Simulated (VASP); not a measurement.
Method: LDA (Ceperley-Alder, Perdew-Zunger), VASP's LDA PAW potentials (set 64) (plane waves; VASP).

The input files of a VASP run:

### POSCAR
```
GaSb
1.0
  0.0000000000   3.0250645402   3.0250645402
  3.0250645402   0.0000000000   3.0250645402
  3.0250645402   3.0250645402   0.0000000000
Ga Sb
1 1
Cartesian
  0.0000000000   0.0000000000   0.0000000000
  1.5125322701   1.5125322701   1.5125322701
```

### KPOINTS
```
Automatic mesh
0
Gamma
8 8 8
0 0 0
```

**INCAR**
```
! general
SYSTEM  = GaSb
PREC    = Accurate
ENCUT   = 500
LREAL   = F   ! projection in real space or not
LASPH   = T   ! aspherical one-centre terms

! electronic loop
EDIFF   = 1E-6   ! SCF stop (eV)
NELM    = 100
ALGO    = Normal   ! blocked Davidson
LMAXMIX = 4   ! l cut-off of mixed one-centre charges

! smearing
ISMEAR  = 0
SIGMA   = 0.05   ! width (eV)

! ions
IBRION  = 2   ! conjugate gradients
NSW     = 40   ! most ionic steps
ISIF    = 3
EDIFFG  = -0.02   ! ionic stop

! output
LWAVE   = F
LCHARG  = F
```

POTCAR, in this order: Ga_d Sb (LDA.64 set). Program: vasp_std.

Unless said otherwise, spin-orbit coupling is left out, though it shifts the bands of the heavy elements here.

Task: Estimate the energy per atom (σ→0), volume per atom, band gap (on the k-mesh).

Result: 
| Property | Value |
|---|---|
| energy per atom (σ→0) | -4.333 eV/atom |
| band gap (on the k-mesh) | 0.09 eV |
| volume per atom | 27.77 Å^3/atom |

### OSZICAR
```
...
       N       E                     dE             d eps       ncg     rms          rms(c)
DAV:   1    -0.866792667323E+01   -0.14900E-02   -0.19604E-02   989   0.261E+00    0.214E-01
DAV:   2    -0.866680276304E+01    0.11239E-02   -0.22191E-03   969   0.973E-01    0.978E-02
DAV:   3    -0.866652476354E+01    0.27800E-03   -0.33393E-04   979   0.325E-01    0.221E-02
DAV:   4    -0.866649472572E+01    0.30038E-04   -0.33344E-05   982   0.885E-02    0.746E-03
DAV:   5    -0.866649200873E+01    0.27170E-05   -0.19041E-06   639   0.188E-02    0.205E-03
DAV:   6    -0.866649190517E+01    0.10356E-06   -0.42007E-07   377   0.125E-02
   2 F= -.86664919E+01 E0= -.86664529E+01  d E =-.552837E-04
```

The compound is GaSb in the zinc blende structure. This run relaxes it. Symmetry was kept, so distortions that lower it aren't found.
